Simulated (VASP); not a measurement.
Runs of VASP 6.6.1 on Mg. The structure is hexagonal, space group P6_3/mmc (No. 194). The conventional cell has a = 3.209 Å, b = 3.209 Å, c = 5.210 Å, α = 90.00°, β = 90.00°, γ = 120.00°. Mg (site symmetry -6m2) has 12 Mg at 3.20 to 3.21 Å as nearest neighbours. 

```csv
level,potentials or basis,gap on the mesh (eV),pressure (GPa),relaxed volume (Å³/atom)
r2SCAN,"VASP PAW PBE potentials, release 64 (Mg)",none,0.0,(b)
PBE,"VASP PAW PBE potentials, release 64 (Mg)",none,0.0,22.84
PBEsol,"VASP PAW PBE potentials, release 64 (Mg)",none,0.0,(a)
PBE+D3(BJ),"VASP PAW PBE potentials, release 64 (Mg)",none,0.0,21.62
LDA,"VASP PAW LDA potentials, release 64 (Mg)",none,0.1,21.40
```

Alike in all rows: task relaxation of cell and atoms; no spin polarisation; cell relaxed; k mesh 18 × 18 × 9; cutoff (eV) 600; smearing methfessel-paxton 0.1 eV.

Fill in the values left out.

(a) 22.45; (b) 22.40.

Caveats: the PAW data sets were made with another functional, which shifts forces and pressure a little (some runs); pairwise dispersion overbinds metals, which lowers pressure and volume (some runs).

A k mesh can miss the band edges.

A gap of «none» marks a metal or a gap under the smearing width.

Not every run made on this cell is shown here.
